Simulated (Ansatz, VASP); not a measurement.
# SiTe2: VASP beside Ansatz

Aim: how closely do two programs agree when they are given the same cell, functional and k mesh? The cell is taken from a series of runs on this material, whose earlier steps may have relaxed, scaled, displaced or heated it; both programs get it as it stands.

Program: Ansatz 0.2.0. Level of theory: plane waves, with VASP 6.6.1 beside it; PBEsol. Results are calculated unless marked as measured.

### Step 1. The structure

The cell holds 3 atoms: 1 Si and 2 Te. Cell: a = 3.740 Å, b = 3.852 Å, c = 30.424 Å, α = 90.0°, β = 90.0°, γ = 119.0°. Vacuum lies along c.

Coordinates:

```
Si Te
1.0
     3.73961    0.00000    0.00000
    -1.86980    3.36814    0.00000
     0.00000    0.00000   30.42400
Si Te
1 2
Cartesian
  0.0000 0.0000 10.0000
  0.0000 2.2302 11.5976
  1.8698 1.1379 8.4024
```

### Step 2. VASP: zone-centre phonons, PBEsol

Second derivatives magnify differences that forces hide, and they need a tight electronic threshold.

Lines of VASP's logs that name or quote its potential files are left out, and so is its time.

File INCAR:

```
SYSTEM = SiTe2
PREC = Accurate
ENCUT = 500
EDIFF = 1E-08
NELM = 120
ISMEAR = 1
SIGMA = 0.2
LREAL = .FALSE.
ALGO = Normal
GGA = PS
NBANDS = 14
LORBIT = 11
LWAVE = .FALSE.
LCHARG = .FALSE.
ISIF = 2
IBRION = 8
LASPH = .TRUE.
GGA_COMPAT = .FALSE.
NELMDL = -8
KPAR = 2
```

File POSCAR:

```
SiTe2
1.0
    3.7396058904      0.0000000000      0.0000000000
   -1.8698029452      3.3681374493      0.0000000000
    0.0000000000      0.0000000000     30.4240000000
Si Te
1 2
Direct
    0.0000000000      0.0000000000      0.3286878780
    0.3310789006      0.6621578012      0.3812006782
    0.6689210994      0.3378421988      0.2761750778
```

File KPOINTS:

```
Automatic mesh
0
Gamma
15 15 1
0 0 0
```

PAW data sets: Si and Te (PBE family, release 64).

Launch:

```sh
$ mpirun -np 2 vasp_std
```

Numbers of over 12 decimals in the logs are rounded to 6 here.

The log of the run:

```text
[banner, memory and clock lines left out]
running    2 mpi-ranks, on    1 nodes
 distrk:  each k-point on    1 cores,    2 groups
 distr:  one band on    1 cores,    1 groups

 POSCAR found type information on POSCAR SiTe
 POSCAR found :  2 types and       3 ions
|                                                                             |
|               ----> ADVICE to this user running VASP <----                  |
|                                                                             |
|     You enforced a specific xc type in the INCAR file but a different       |
|     [... a line on the potential file left out ...]
|     I HOPE YOU KNOW WHAT YOU ARE DOING!                                     |
|                                                                             |

 LDA part: xc-table for (Slater+PW92), standard interpolation
 POSCAR, INCAR and KPOINTS ok, starting setup
 FFT: planning ... GRIDC
 FFT: planning ... GRID_SOFT
 FFT: planning ... GRID
 WAVECAR not read
 entering main loop
       N       E                     dE             d eps       ncg     rms          rms(c)
DAV:   1     0.103485244557E+03    0.10349E+03   -0.42081E+03  1792   0.727E+02
DAV:   2    -0.246732211128E+01   -0.10595E+03   -0.99064E+02  3090   0.123E+02
DAV:   3    -0.124318456482E+02   -0.99645E+01   -0.97671E+01  2408   0.476E+01
DAV:   4    -0.127283469500E+02   -0.29650E+00   -0.29543E+00  2396   0.102E+01
DAV:   5    -0.127397677548E+02   -0.11421E-01   -0.11419E-01  2910   0.216E+00
DAV:   6    -0.127399010064E+02   -0.13325E-03   -0.13325E-03  2624   0.200E-01
DAV:   7    -0.127399055473E+02   -0.45409E-05   -0.45409E-05  2946   0.334E-02
DAV:   8    -0.127399056435E+02   -0.96267E-07   -0.96428E-07  2698   0.375E-03    0.897E+00
DAV:   9    -0.126635195734E+02    0.76386E-01   -0.54931E-02  2434   0.153E+00    0.496E+00
DAV:  10    -0.126341699252E+02    0.29350E-01   -0.60998E-02  2422   0.140E+00    0.405E-01
DAV:  11    -0.126339928039E+02    0.17712E-03   -0.64445E-03  2362   0.498E-01    0.302E-01
DAV:  12    -0.126338999673E+02    0.92837E-04   -0.64528E-04  2842   0.152E-01    0.151E-01
DAV:  13    -0.126336660816E+02    0.23389E-03   -0.49610E-04  2380   0.125E-01    0.130E-01
DAV:  14    -0.126337473299E+02   -0.81248E-04   -0.57189E-05  2218   0.468E-02    0.367E-02
[...]
DAV:  23    -0.126340318130E+02   -0.22237E-05   -0.58547E-08  2308   0.718E-04    0.304E-04
DAV:  24    -0.126340332746E+02   -0.14616E-05   -0.14649E-08  2218   0.382E-04    0.311E-04
DAV:  25    -0.126340337818E+02   -0.50714E-06   -0.17211E-09  1916   0.163E-04    0.249E-04
DAV:  26    -0.126340342504E+02   -0.46860E-06   -0.47497E-09  1816   0.203E-04    0.111E-04
DAV:  27    -0.126340343430E+02   -0.92663E-07    0.30635E-10  1832   0.713E-05    0.465E-05
DAV:  28    -0.126340343790E+02   -0.35913E-07    0.57036E-10  1556   0.410E-05    0.263E-05
DAV:  29    -0.126340343896E+02   -0.10673E-07    0.72732E-10  1730   0.243E-05    0.101E-05
DAV:  30    -0.126340343915E+02   -0.18812E-08    0.76825E-10  1604   0.112E-05
   1 F= -.12634034E+02 E0= -.12634238E+02  d E =0.610582E-03
 Linear response reoptimize wavefunctions to high precision
DAV:   1    -0.126340343921E+02   -0.61050E-09    0.77587E-10  1688   0.605E-06
DAV:   2    -0.126340343921E+02   -0.72760E-11    0.77937E-10  1748   0.317E-06
 Linear response DOF=           6
 Linear response progress:
  Degree of freedom:   1/  6
       N       E                     dE             d eps       ncg     rms          rms(c)
RMM:   1    -0.187767050339E-01   -0.18777E-01    0.13503E-02  4357   0.836E-01
RMM:   2    -0.163777986213E-01    0.23989E-02   -0.14094E-03  2880   0.212E-01    0.945E-02
RMM:   3    -0.164003518906E-01   -0.22553E-04   -0.65013E-05  2900   0.509E-02    0.535E-02
RMM:   4    -0.164531614302E-01   -0.52810E-04   -0.22370E-05  2895   0.258E-02    0.513E-03
RMM:   5    -0.164455358690E-01    0.76256E-05   -0.10958E-06  3107   0.662E-03    0.218E-03
RMM:   6    -0.164379350764E-01    0.76008E-05   -0.17092E-07  3123   0.211E-03    0.764E-04
RMM:   7    -0.164386090651E-01   -0.67399E-06   -0.13855E-08  3107   0.746E-04    0.257E-04
RMM:   8    -0.164392026073E-01   -0.59354E-06   -0.18995E-09  3186   0.213E-04    0.536E-05
RMM:   9    -0.164392864224E-01   -0.83815E-07   -0.58313E-10  3009   0.113E-04    0.335E-05
RMM:  10    -0.164392814594E-01    0.49629E-08   -0.20766E-10  3290   0.304E-05    0.415E-06
 first order change of Fermi-energy  -0.24607E-03
 force on displaced ion       1 direction 1 :  -4.227   0.000   0.000
 Linear response progress:
  Degree of freedom:   2/  6
       N       E                     dE             d eps       ncg     rms          rms(c)
RMM:   1    -0.193717579649E-01   -0.19372E-01    0.13124E-02  4442   0.850E-01
RMM:   2    -0.166316091830E-01    0.27401E-02   -0.15136E-03  2905   0.219E-01    0.976E-02
RMM:   3    -0.166485081193E-01   -0.16899E-04   -0.87837E-05  3046   0.547E-02    0.556E-02
RMM:   4    -0.166928765998E-01   -0.44368E-04   -0.23632E-05  3021   0.250E-02    0.128E-02
RMM:   5    -0.166969761887E-01   -0.40996E-05   -0.39154E-06  3061   0.922E-03    0.346E-03
RMM:   6    -0.166860790167E-01    0.10897E-04   -0.58564E-07  3162   0.387E-03    0.843E-04
RMM:   7    -0.166856599089E-01    0.41911E-06   -0.23319E-08  3166   0.101E-03    0.458E-04
[...]
RMM:  14    -0.166872027089E-01    0.19687E-08   -0.70554E-09  3543   0.243E-05    0.303E-06
 first order change of Fermi-energy   0.86570E-03
 force on displaced ion       1 direction 2 :   0.000  -3.589  -0.443
 Linear response progress:
  Degree of freedom:   3/  6
       N       E                     dE             d eps       ncg     rms          rms(c)
RMM:   1    -0.338606567259E-01   -0.33861E-01    0.36121E-02  4723   0.960E-01
RMM:   2    -0.295230780704E-01    0.43376E-02   -0.25778E-03  2894   0.300E-01    0.157E-01
RMM:   3    -0.293962770121E-01    0.12680E-03   -0.21586E-04  3150   0.789E-02    0.806E-02
RMM:   4    -0.293456840368E-01    0.50593E-04   -0.65686E-05  2966   0.388E-02    0.285E-02
RMM:   5    -0.293377422069E-01    0.79418E-05   -0.93832E-06  3143   0.143E-02    0.840E-03
RMM:   6    -0.293429003566E-01   -0.51581E-05   -0.62688E-07  3129   0.474E-03    0.354E-03
RMM:   7    -0.293482154169E-01   -0.53151E-05   -0.24107E-07  3194   0.234E-03    0.330E-04
RMM:   8    -0.293478920660E-01    0.32335E-06   -0.18252E-08  3287   0.622E-04    0.278E-04
RMM:   9    -0.293475793391E-01    0.31273E-06   -0.23707E-08  3344   0.551E-04    0.780E-05
RMM:  10    -0.293477294417E-01   -0.15010E-06    0.12522E-09  3343   0.118E-04    0.468E-05
RMM:  11    -0.293478337099E-01   -0.10427E-06    0.14138E-09  3359   0.263E-04    0.222E-05
RMM:  12    -0.293478183065E-01    0.15403E-07    0.47007E-08  3540   0.136E-04    0.155E-05
RMM:  13    -0.293477661719E-01    0.52135E-07    0.17984E-09  3513   0.111E-04    0.106E-05
RMM:  14    -0.293477807573E-01   -0.14585E-07   -0.33164E-08  3389   0.193E-05    0.542E-06
RMM:  15    -0.293477772569E-01    0.35004E-08    0.52592E-09  3548   0.314E-05    0.613E-06
 first order change of Fermi-energy  -0.40977E-03
 force on displaced ion       1 direction 3 :  -0.000  -0.443  -8.654
 Linear response progress:
  Degree of freedom:   4/  6
       N       E                     dE             d eps       ncg     rms          rms(c)
RMM:   1    -0.410197257153E-01   -0.41020E-01    0.35402E-02  7618   0.104E+00
RMM:   2    -0.406621437421E-01    0.35758E-03   -0.20938E-03  5114   0.282E-01    0.717E-02
RMM:   3    -0.407233918601E-01   -0.61248E-04   -0.13352E-04  5124   0.691E-02    0.512E-02
RMM:   4    -0.407955206324E-01   -0.72129E-04   -0.20882E-05  5288   0.282E-02    0.151E-02
RMM:   5    -0.408224592418E-01   -0.26939E-04   -0.13694E-06  5470   0.916E-03    0.363E-03
RMM:   6    -0.408172220284E-01    0.52372E-05   -0.96763E-08  5530   0.268E-03    0.542E-04
RMM:   7    -0.408162868856E-01    0.93514E-06    0.12061E-08  5767   0.774E-04    0.248E-04
RMM:   8    -0.408167728399E-01   -0.48595E-06    0.56185E-09  5663   0.305E-04    0.666E-05
RMM:   9    -0.408169255056E-01   -0.15267E-06    0.29104E-09  5836   0.107E-04    0.254E-05
RMM:  10    -0.408168906697E-01    0.34836E-07    0.22984E-09  5689   0.466E-05    0.655E-06
RMM:  11    -0.408169079044E-01   -0.17235E-07   -0.42397E-09  5834   0.181E-05    0.398E-06
RMM:  12    -0.408169193879E-01   -0.11484E-07   -0.23717E-09  5762   0.722E-06    0.828E-07
RMM:  13    -0.408169225980E-01   -0.32101E-08    0.36319E-10  4973   0.330E-06    0.366E-07
 first order change of Fermi-energy  -0.89873E-04
 force on displaced ion       2 direction 1 :  -2.376   0.006  -0.004
 Linear response progress:
  Degree of freedom:   5/  6
       N       E                     dE             d eps       ncg     rms          rms(c)
RMM:   1    -0.421585582077E-01   -0.42159E-01    0.36738E-02  4352   0.106E+00
RMM:   2    -0.416188029267E-01    0.53976E-03   -0.21392E-03  2926   0.285E-01    0.714E-02
RMM:   3    -0.416743826530E-01   -0.55580E-04   -0.13913E-04  2955   0.709E-02    0.512E-02
RMM:   4    -0.417345417660E-01   -0.60159E-04   -0.22050E-05  3013   0.281E-02    0.171E-02
RMM:   5    -0.417655877167E-01   -0.31046E-04   -0.34692E-06  3095   0.108E-02    0.397E-03
RMM:   6    -0.417609587210E-01    0.46290E-05   -0.69255E-07  3098   0.363E-03    0.219E-03
RMM:   7    -0.417581619290E-01    0.27968E-05   -0.80019E-08  3196   0.136E-03    0.470E-04
RMM:   8    -0.417578970427E-01    0.26489E-06   -0.56675E-09  3254   0.425E-04    0.194E-04
RMM:   9    -0.417581746376E-01   -0.27759E-06   -0.31964E-09  3210   0.183E-04    0.426E-05
RMM:  10    -0.417581912020E-01   -0.16564E-07   -0.53626E-09  3305   0.778E-05    0.179E-05
RMM:  11    -0.417581899844E-01    0.12176E-08   -0.10047E-08  3353   0.617E-05    0.118E-05
 first order change of Fermi-energy  -0.93637E-01
 force on displaced ion       2 direction 2 :   0.000  -2.541  -0.016
 Linear response progress:
  Degree of freedom:   6/  6
       N       E                     dE             d eps       ncg     rms          rms(c)
RMM:   1    -0.800433422706E-01   -0.80043E-01    0.45535E-02  4344   0.111E+00
RMM:   2    -0.785422764183E-01    0.15011E-02   -0.27263E-03  2914   0.318E-01    0.942E-02
RMM:   3    -0.784231106926E-01    0.11917E-03   -0.23056E-04  3076   0.837E-02    0.703E-02
RMM:   4    -0.783586500727E-01    0.64461E-04   -0.39714E-05  3012   0.316E-02    0.387E-02
RMM:   5    -0.783295224208E-01    0.29128E-04   -0.19323E-05  3111   0.215E-02    0.108E-02
RMM:   6    -0.783323939327E-01   -0.28715E-05   -0.13619E-06  3119   0.627E-03    0.799E-03
RMM:   7    -0.783358358170E-01   -0.34419E-05   -0.38266E-07  3205   0.289E-03    0.139E-03
RMM:   8    -0.783367568206E-01   -0.92100E-06    0.11053E-09  3157   0.972E-04    0.129E-03
RMM:   9    -0.783404183967E-01   -0.36616E-05   -0.10645E-07  3338   0.127E-03    0.644E-04
RMM:  10    -0.783405155842E-01   -0.97188E-07   -0.31021E-09  3299   0.249E-04    0.289E-04
RMM:  11    -0.783431669074E-01   -0.26513E-05   -0.72381E-08  3340   0.693E-04    0.280E-04
RMM:  12    -0.783436481959E-01   -0.48129E-06   -0.19781E-08  3533   0.237E-04    0.205E-04
RMM:  13    -0.783437684331E-01   -0.12024E-06   -0.52420E-08  3548   0.301E-04    0.359E-05
RMM:  14    -0.783438511739E-01   -0.82741E-07   -0.90373E-08  3597   0.125E-04    0.539E-05
RMM:  15    -0.783438778234E-01   -0.26650E-07   -0.10179E-07  3548   0.119E-04    0.394E-05
RMM:  16    -0.783438999261E-01   -0.22103E-07   -0.14858E-07  3574   0.428E-05    0.180E-05
RMM:  17    -0.783439439835E-01   -0.44057E-07   -0.54537E-08  3534   0.454E-05    0.919E-06
RMM:  18    -0.783439503732E-01   -0.63897E-08   -0.83963E-08  3404   0.152E-05    0.883E-06
 first order change of Fermi-energy   0.10295E+01
 force on displaced ion       2 direction 3 :  -0.000   0.002  -7.120
 Linear response finished
```

Parts of OUTCAR (step 2):

```text
ion  position               nearest neighbor table
   1  0.000  0.000  0.329-   3 2.71   3 2.71   2 2.71   2 2.71   3 2.74   2 2.74
   2  0.331  0.662  0.381-   1 2.71   1 2.71   1 2.74
   3  0.669  0.338  0.276-   1 2.71   1 2.71   1 2.74

  LATTYP: Found a base centered orthorhombic cell.
 ALAT       =     3.7396058904
 B/A-ratio  =     1.8013328399
 C/A-ratio  =     8.1356166643

 Subroutine GETGRP returns: Found  4 space group operations
 (whereof  2 operations were pure point group operations)

The static configuration has the point symmetry C_1h.
 The point group associated with its full space group is C_2h.

 Found     64 irreducible k-points:

   k-points           NKPTS =     64   k-points in BZ     NKDIM =     64   number of bands    NBANDS=     14

   dimension x,y,z NGX =    28 NGY =   28 NGZ =  224
   dimension x,y,z NGXF=    56 NGYF=   56 NGZF=  448

   ENCUT  =  500.0 eV  36.75 Ry    6.06 a.u.   6.82  7.02 55.47*2*pi/ulx,y,z

   NELECT =      16.0000    total number of electrons

 k-points in reciprocal lattice and weights: Automatic mesh
   0.00000000  0.00000000  0.00000000       0.004
   0.06666667  0.00000000  0.00000000       0.018
   0.13333333 -0.00000000  0.00000000       0.018
   0.20000000 -0.00000000  0.00000000       0.018
   0.26666667 -0.00000000  0.00000000       0.018
   0.33333333 -0.00000000  0.00000000       0.018
   0.40000000 -0.00000000  0.00000000       0.018
   0.46666667 -0.00000000  0.00000000       0.018
   0.00000000  0.06666667  0.00000000       0.009
[...]
0.00000000  0.46666667  0.00000000       0.009
   0.06666667  0.46666667  0.00000000       0.009

 average (electrostatic) potential at core
       1 -92.4259       2 -96.5772       3 -96.5772

  Total       -1.1706991     -1.4201536      0.1001509      0.0000000     -0.0049300      0.0000000
  in kB       -4.8946758     -5.9376410      0.4187295      0.0000000     -0.0206124      0.0000000
  external PRESSURE =      -3.4711958 kB  Pullay stress =       0.0000000 kB

  energy-cutoff  :      500.00
  volume of cell :      383.21
      direct lattice vectors                 reciprocal lattice vectors
     3.739605890  0.000000000  0.000000000     0.267407858  0.148449999  0.000000000
    -1.869802945  3.368137449  0.000000000     0.000000000  0.296899997  0.000000000
     0.000000000  0.000000000 30.424000000     0.000000000  0.000000000  0.032868788

 POSITION                                       TOTAL-FORCE (eV/Angst)
 -----------------------------------------------------------------------------------
      0.00000      0.00000     10.00000         0.000000      0.000000      0.000000
     -0.00000      2.23024     11.59765        -0.000000     -0.001737      0.032537
      1.86980      1.13790      8.40235         0.000000      0.001737     -0.032537
 -----------------------------------------------------------------------------------
    total drift:                                0.000000     -0.000001     -0.000010

 Eigenvectors and eigenvalues of the dynamical matrix
 ----------------------------------------------------

   1 f  =    9.163574 THz    57.576433 2PiTHz  305.663925 cm-1    37.897480 meV
             X         Y         Z           dx          dy          dz
      0.000000  0.000000 10.000000     0.000000    0.082115    0.945581
     -0.000000  2.230238 11.597649    -0.000000   -0.019679   -0.221764
      1.869803  1.137899  8.402351    -0.000000   -0.019679   -0.221764

   2 f  =    6.389829 THz    40.148482 2PiTHz  213.141767 cm-1    26.426199 meV
             X         Y         Z           dx          dy          dz
      0.000000  0.000000 10.000000     0.949109   -0.000000    0.000000
     -0.000000  2.230238 11.597649    -0.222701   -0.000000   -0.000000
      1.869803  1.137899  8.402351    -0.222701   -0.000000    0.000000

   3 f  =    5.855755 THz    36.792794 2PiTHz  195.326963 cm-1    24.217446 meV
             X         Y         Z           dx          dy          dz
      0.000000  0.000000 10.000000     0.000000    0.945682   -0.082257
     -0.000000  2.230238 11.597649    -0.000000   -0.221551    0.019374
      1.869803  1.137899  8.402351     0.000000   -0.221551    0.019374

   4 f  =    4.359286 THz    27.390202 2PiTHz  145.410131 cm-1    18.028550 meV
             X         Y         Z           dx          dy          dz
      0.000000  0.000000 10.000000     0.000000    0.000000   -0.000000
     -0.000000  2.230238 11.597649    -0.000000   -0.022895    0.706736
      1.869803  1.137899  8.402351     0.000000    0.022895   -0.706736

   5 f  =    2.507578 THz    15.755578 2PiTHz   83.643801 cm-1    10.370505 meV
             X         Y         Z           dx          dy          dz
      0.000000  0.000000 10.000000     0.000000    0.000000   -0.000000
     -0.000000  2.230238 11.597649    -0.000000    0.706736    0.022895
      1.869803  1.137899  8.402351     0.000000   -0.706736   -0.022895

   6 f  =    2.247487 THz    14.121375 2PiTHz   74.968087 cm-1     9.294854 meV
             X         Y         Z           dx          dy          dz
      0.000000  0.000000 10.000000    -0.000000   -0.000000   -0.000000
     -0.000000  2.230238 11.597649     0.707107    0.000000   -0.000000
      1.869803  1.137899  8.402351    -0.707107   -0.000000   -0.000000

   7 f/i=    0.000548 THz     0.003440 2PiTHz    0.018264 cm-1     0.002264 meV
             X         Y         Z           dx          dy          dz
      0.000000  0.000000 10.000000     0.314947    0.000000    0.000000
     -0.000000  2.230238 11.597649     0.671122    0.000000    0.000000
      1.869803  1.137899  8.402351     0.671122    0.000000    0.000000

   8 f/i=    0.000789 THz     0.004956 2PiTHz    0.026309 cm-1     0.003262 meV
             X         Y         Z           dx          dy          dz
      0.000000  0.000000 10.000000     0.000000   -0.015087   -0.314477
     -0.000000  2.230238 11.597649     0.000000   -0.032442   -0.670363
      1.869803  1.137899  8.402351     0.000000   -0.032442   -0.670363

   9 f/i=    0.005595 THz     0.035156 2PiTHz    0.186636 cm-1     0.023140 meV
             X         Y         Z           dx          dy          dz
      0.000000  0.000000 10.000000     0.000000   -0.314191    0.014645
     -0.000000  2.230238 11.597649     0.000000   -0.670429    0.032546
      1.869803  1.137899  8.402351     0.000000   -0.670429    0.032546

 ELASTIC MODULI CONTR FROM IONIC RELAXATION (kBar)
 Direction    XX          YY          ZZ          XY          YZ          ZX
 --------------------------------------------------------------------------------
 XX         -20.8205    -13.2971    -56.6959     -0.0000     14.3875      0.0000
 YY         -13.2971    -21.3924    -63.2385     -0.0000     -7.3617      0.0000
 ZZ         -56.6959    -63.2385   -211.0217     -0.0000      4.5007      0.0000
 XY          -0.0000     -0.0000     -0.0000     -4.1486      0.0000     17.0594
 YZ          14.3875     -7.3617      4.5007      0.0000    -31.1752     -0.0000
 ZX           0.0000      0.0000      0.0000     17.0594     -0.0000    -70.1500
 --------------------------------------------------------------------------------
```

Energies printed during the response cycles are not total energies of the cell. The PAW data sets were made with PBE, which is usual practice but a small mismatch for other functionals.

[end of part 1 of 2]

[Lines on the potential files, build, host, timing and source positions are cut from VASP's logs without a mark.]

[Logs are printed without paths, hosts, clocks, repeated set-up lines and the standing remarks that a program may print on its own settings, such as how far it seeks lower states.]

[Hosts, paths, dates, database ids (printed as entryN), source tags and the programs' standing remarks are cut or masked in the printed files.]
